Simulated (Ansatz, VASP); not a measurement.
**BP: VASP beside Ansatz**

Aim: how closely do two programs agree when they are given the same cell, functional and k mesh? The cell is taken from a series of runs on this material, whose earlier steps may have relaxed, scaled, displaced or heated it; both programs get it as it stands.

Method: plane waves, with VASP 6.6.1 beside it; zone-centre phonons at LDA, in Ansatz 0.2.0.

### Step 1. The structure

Symmetry: F-43m, No. 216, cubic system. Conventional cell: a = 4.336 Å, b = 4.336 Å, c = 4.336 Å, α = 90.00°, β = 90.00°, γ = 90.00°. B has 4 P at 1.88 Å nearest. P has 4 B at 1.88 Å nearest. Farther neighbours are not listed.

As a file:

```cif
data_structure
_symmetry_space_group_name_H-M 'F-43m'
_symmetry_Int_Tables_number 216
_cell_length_a 4.3356
_cell_length_b 4.3356
_cell_length_c 4.3356
_cell_angle_alpha 90.000
_cell_angle_beta 90.000
_cell_angle_gamma 90.000
_cell_volume 81.50
loop_
_atom_site_label
_atom_site_type_symbol
_atom_site_symmetry_multiplicity
_atom_site_Wyckoff_symbol
_atom_site_fract_x
_atom_site_fract_y
_atom_site_fract_z
_atom_site_occupancy
B1 B 4 a 0.00000 0.00000 0.00000 1
P1 P 4 c 0.25000 0.25000 0.25000 1
```

### Step 2. Ansatz: zone-centre phonons, LDA, pair 1

Ansatz runs on its PAW soft_1 files.

Second derivatives magnify differences that forces hide, and they need a tight electronic threshold.

Input file input.yaml:

```yaml
crystal:
  lattice:
    - [0.0, 2.1678048226, 2.1678048226]
    - [2.1678048226, 0.0, 2.1678048226]
    - [2.1678048226, 2.1678048226, 0.0]
  atoms:
    - { symbol: B, position: [0.0, 0.0, 0.0] }
    - { symbol: P, position: [0.75, 0.75, 0.75] }
kpoints:
  mp_grid: { grid: [12, 12, 12] }
hamiltonian:
  xc: lda
  pseudopotentials: { kind: paw, azcp: { folder: soft_1 }, xc_functional: pbe }
scf:
  occupations: { method: fixed }
output:
  eigenvalues: true
phonons:
  method: dfpt
  dielectric: true
  rigid_motions: translations
```

Command:

```sh
> ansatz run input.yaml --threads 4 --pin off --max-ram 10240MiB --backend cpu --events-out ev --progress --plain --runs-dir out
```

Numbers of over 12 decimals in the logs are rounded to 6 here.

What it wrote:

```text
Engine: ansatz 0.2.0, aarch64-unknown-linux-gnu
Pseudopotentials: kind: paw
Pseudopotential: B, paw, valence charge 3, recommended cutoff 420 eV (normal), soft_1/B.paw.azcp
Pseudopotential: P, paw, valence charge 5, recommended cutoff 420 eV (normal), soft_1/P.paw.azcp
Functional definition: SPW92
  exchange = slater_x
  correlation = pw_c
Crystal: 2 atoms, lattice volume = 20.375 Å³
Basis set: ecut = 420 eV, 411 PW (Γ), exchange–correlation on 48×48×48 points (8 copies of the dense FFT grid, shifted against one another)
Bands: 8, of which v1, the nominal top of the filled ones, is band 4 counted from 1 (3 counted from 0)
Symmetry: 24 space group operations
k-points: 280 of 1728 (irreducible under 4 space group operations, time reversal used)
Non-local potential: B, projectors of the file, l = 0: 2, l = 1: 2, l = 2: 1
Non-local potential: P, projectors of the file, l = 0: 2, l = 1: 2, l = 2: 1
PAW form: soft (Blöchl's): semilocal exchange-correlation on the pseudo side does not see the compensation charge
PAW frozen core: B, regenerated for the run's functional, and the local potential with it (the file was generated under x = pbe(κ = 0.804, μ = 0.219515), c = pbe(β = 0.066725))
PAW frozen core: P, regenerated for the run's functional, and the local potential with it (the file was generated under x = pbe(κ = 0.804, μ = 0.219515), c = pbe(β = 0.066725))
PAW one-centre angular grid: B, 110 points (default); XC on 64 Gauss nodes
PAW one-centre angular grid: P, 110 points (default); XC on 64 Gauss nodes
Initial density: superposition of atomic densities (chi_scale 0.1, normalization cell, long waves kept (reshape's long-wave potential 0.00 eV rms))
Initial wavefunctions: pseudopotential atomic-orbital guess
Functional: x = slater, c = lda
SCF iter   1: F=—  HF=-877.596513 eV  |F-HF|=—  |Δ(HF+E_count)|=         —  Δρ=1.15e-1  dr2=2.95e0  ethr=3.10e-3  ⟨swp⟩=4.5  Hψ=16082  notcnv=0  defer=526
preconditioner: auto → none  [insulator: Δε(μ)=2.091 eV  Ē_g=14.025 eV  n_scr=0 (ndim 8)  ℏωp=23.3 eV  f_vac=0.000  ε∞_Penn≈3.8]
SCF iter   2: F=—  HF=-876.554225 eV  |F-HF|=—  |Δ(HF+E_count)|=    1.04e0  Δρ=3.26e-2  dr2=1.60e-1  ethr=3.10e-3  ⟨swp⟩=2.5  Hψ=6310  notcnv=0  defer=516
SCF iter   3: F=—  HF=-876.495881 eV  |F-HF|=—  |Δ(HF+E_count)|=   5.83e-2  Δρ=1.11e-2  dr2=1.53e-2  ethr=2.00e-3  ⟨swp⟩=3.0  Hψ=3949  notcnv=0  defer=531
SCF iter   4: F=—  HF=-876.490998 eV  |F-HF|=—  |Δ(HF+E_count)|=   4.88e-3  Δρ=1.72e-3  dr2=2.70e-4  ethr=1.91e-4  ⟨swp⟩=3.0  Hψ=3935  notcnv=0  defer=545
SCF iter   5: F=—  HF=-876.490930 eV  |F-HF|=—  |Δ(HF+E_count)|=   6.78e-5  Δρ=6.06e-5  dr2=2.91e-7  ethr=3.38e-6  ⟨swp⟩=3.0  Hψ=3533  notcnv=0  defer=545
SCF iter   6: F=—  HF=-876.490930 eV  |F-HF|=—  |Δ(HF+E_count)|=   2.14e-7  Δρ=1.15e-5  dr2=1.15e-8  ethr=3.64e-9  ⟨swp⟩=2.9  Hψ=3348  notcnv=0  defer=492
SCF iter   7: F=-876.490930 eV  HF=-876.490930 eV  |F-HF|=5.07e-11  |Δ(HF+E_count)|=  8.46e-10  Δρ=5.70e-7  dr2=7.96e-11  ethr=1.25e-12  ⟨swp⟩=8.6  Hψ=17611  notcnv=0
SCF 1 converged in 7 iterations: F = -876.490930 eV  dr2 = 7.96e-11
  greatest PAW one-centre occupation: 0.769 electrons in one spin orbital (limit 2), on the P atom at site 1 (counted from 0), in its partial waves of l = 0
NSCF: frozen V_eff on 1 k-points
DFPT response loops at Γ: preconditioner auto → none (the input reference at scf.mixing.eps_inf says where Resta's filter doesn't serve); β = 0.50; Broyden in place of MSR1
── the response to a field inside a basis, on 12×12×12 k-points: an SCF that follows is theirs, and a resumed run solves both again ──
Bands: 5, of which v1, the nominal top of the filled ones, is band 4 counted from 1 (3 counted from 0)
k-points: 182 of 1728 (irreducible under 6 space group operations, time reversal used)
Initial density: handed on by an earlier stage of this run
Initial wavefunctions: pseudopotential atomic-orbital guess (no wavefunctions were taken with the density)
Eigensolver: Dense (182 Hₖ)
SCF iter   1: F=—  HF=-876.491185 eV  |F-HF|=—  |Δ(HF+E_count)|=         —  Δρ=1.35e-4  dr2=4.47e-7  ethr=1.00e-1
preconditioner: auto → none  [insulator: Δε(μ)=1.173 eV  Ē_g=10.426 eV  n_scr=0 (ndim 8)  ℏωp=23.3 eV  f_vac=0.000  ε∞_Penn≈6.0]
SCF iter   2: F=—  HF=-876.491185 eV  |F-HF|=—  |Δ(HF+E_count)|=   5.26e-7  Δρ=6.80e-5  dr2=1.14e-7  ethr=5.59e-9
SCF iter   3: F=-876.491185 eV  HF=-876.491185 eV  |F-HF|=1.36e-9  |Δ(HF+E_count)|=   1.81e-7  Δρ=2.69e-6  dr2=1.77e-9  ethr=1.42e-9
SCF 1 converged in 3 iterations: F = -876.491185 eV  dr2 = 1.77e-9
DFPT response loops at Γ: mixed as the last ones told, above
SCF converged after 7 iterations
Free energy (F): -876.490930 eV
Harris-Foulkes:  -876.490930 eV  (|F-HF|=5.07e-11)
Internal energy: -876.490930 eV  (E = F + TS)
E sigma→0 (E₀):  -876.490930 eV
Fermi energy:    10.978176 eV
--- Per-component energies (eV) ---
  E_band       = 31.831809
  E_kinetic    = 128.182245
  E_local      = -53.559076  (includes V_loc(G=0)·N_el)
  E_nonlocal   = 42.371962
  E_hartree    = 15.479331
  E_xc         = -108.526349
  E_vxc        = -104.495854  (∫ρ·V_xc dr)
  E_paw        = -601.783707  (= ΣΔE_a)
  E_vpaw       = -11.626077  (= ΣTr[D̂ρ^β])
  E_aug_tail   = 0.000009  (compensation charges beyond the density's cutoff)
  E_ewald      = -298.818532
  E_core_change = 0.163186  (= ΣΔE_core)
  E_smearing   = -0.000000  (= −TS)
  E_closure    = 0.000000  (closes the sum)
  Σ components = -876.490930   (vs F -876.490930, Δ=0.00e0)
--- Band table (eV; the first three rows and the last of 280) ---
  k-point 0: bands = ["-5.6693", "10.9782", "10.9782", "10.9782", "14.6081", "14.6081", "14.6081", "20.4833"]
  k-point 1: bands = ["-5.5300", "9.9537", "10.7420", "10.7420", "14.9360", "14.9360", "15.0391", "20.7289"]
  k-point 2: bands = ["-5.1145", "7.9295", "10.2485", "10.2485", "15.4895", "15.5918", "15.5918", "21.2599"]
  k-point 279: bands = ["0.3048", "2.4877", "4.4862", "4.6751", "16.1934", "17.9780", "19.0006", "19.2290"]
--- Phonons (Γ-DFPT): 2 representative perturbations + reference, on 280 of 1728 k-points (Σ response iterations 5) ---
  k mesh reduced under 4 symmetry operations, with k and −k counted as one. Each operation leaves every solved perturbation unchanged. A smaller set is not considered because the run solves the response to a homogeneous field
  ASR residual: 2.591e-4 → 0.000e0 eV/Å²; symmetrization residual: 1.902e-7 eV/Å²
  ASR residual per site (eV/Å²): 2.59e-4 1.83e-4
  Γ frequencies (cm⁻¹): 0.00 0.00 0.00 911.65 911.65 911.65
  ε∞ (high-frequency dielectric tensor):
        9.171517    -0.000000    -0.000000
       -0.000000     9.171517     0.000000
       -0.000000     0.000000     9.171517
  ε⁰ (static dielectric tensor: ions relaxed, cell fixed):
        9.525604    -0.000000    -0.000000
       -0.000000     9.525604     0.000000
       -0.000000     0.000000     9.525604
  ε⁰ − ε∞ (ionic part):
        0.354087    -0.000000     0.000000
       -0.000000     0.354087     0.000000
        0.000000     0.000000     0.354087
  softest optical mode at Γ: 911.65 cm⁻¹; the repairs (sum rule, projections) moved no ω² at Γ by more than (2.56 cm⁻¹)²
  Born effective charges Z* (e; rows j = field, columns β = displacement):
    site 0:
        -0.98815   -0.00000   -0.00000
         0.00000   -0.98815   -0.00000
        -0.00000   -0.00000   -0.98815
    site 1:
         0.98815    0.00000    0.00000
        -0.00000    0.98815    0.00000
         0.00000    0.00000    0.98815
  Z* charge neutrality: 9.628e-5 e pre-enforcement
  solved inside a basis spanned on kpoints, on 12×12×12 k-points, its susceptibility summed on 16×16×16: ε∞ is read to err by 2.5e-2, Z* by 5.4e-3 e (field_mesh: kpoints solves on kpoints); Z* is corrected for what the basis lacks
  optical modes at Γ without the LO–TO term, one row a degenerate level:
      ω (cm⁻¹)  modes    IR ((D/Å)²/amu)
        911.65      3             8.4337
  optical modes at Γ + LO–TO along q̂ = [1.0000, 0.0000, 0.0000]:
      ω (cm⁻¹)  modes    IR ((D/Å)²/amu)
        911.65      2             5.6225
        929.08      1             2.8112
  optical modes at Γ + LO–TO along q̂ = [0.0000, 1.0000, 0.0000]:
      ω (cm⁻¹)  modes    IR ((D/Å)²/amu)
        911.65      2             5.6225
        929.08      1             2.8112
  optical modes at Γ + LO–TO along q̂ = [0.0000, 0.0000, 1.0000]:
      ω (cm⁻¹)  modes    IR ((D/Å)²/amu)
        911.65      2             5.6225
        929.08      1             2.8112
```

In the SCF lines HF is the Harris–Foulkes energy and dr2 the Hartree energy of the density residual, in eV; the loop may stop once dr2 is under the threshold and the program's other checks hold. Hψ counts applications of the Hamiltonian.

(Part 1 of 3 ends here.)

[Lines on the potential files, build, host, timing and source positions are cut from VASP's logs without a mark.]

[Logs are printed without paths, hosts, clocks, repeated set-up lines and the standing remarks that a program may print on its own settings, such as how far it seeks lower states.]

[Hosts, paths, dates, database ids (printed as entryN), source tags and the programs' standing remarks are cut or masked in the printed files.]
